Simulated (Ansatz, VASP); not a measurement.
AgB2: VASP beside Ansatz

```
CELL_PARAMETERS angstrom
3.07643 0.00000 0.00000
-1.53822 2.66427 0.00000
0.00000 0.00000 4.13056
ATOMIC_POSITIONS crystal
Ag 0.00000 0.00000 0.00000
B 0.33333 0.66667 0.50000
B 0.66667 0.33333 0.50000
```

The cell comes from a database or a generator and needn't be the stable form of this composition.

Alike in both runs: task single point; functional PBEsol; k mesh 11 × 11 × 7; no spin polarisation.

|  | VASP | Ansatz |
| --- | --- | --- |
| version | VASP 6.6.1 | Ansatz 0.2.0 |
| potentials or method | VASP PAW PBE potentials, release 64 (Ag, B) | plane waves, PAW |
| plane-wave cutoff (eV) | 520 | 653 |
| occupations | methfessel-paxton of order 1, width 0.1 eV | methfessel-paxton of order 1 |
| valence electrons in the cell | 17 | 25 |

Ansatz gave:

```
pressure (GPa)                                  : -11.9
largest component of the traceless stress (GPa) : 0.58
```

Question: Which values does VASP return?

Answer: Pressure (GPa): -11.8; largest component of the traceless stress (GPa): 0.43.

The two sets of potentials don't hold the same shells in valence.

Caveats: the PAW data sets were made with another functional, which shifts forces and pressure a little (VASP).
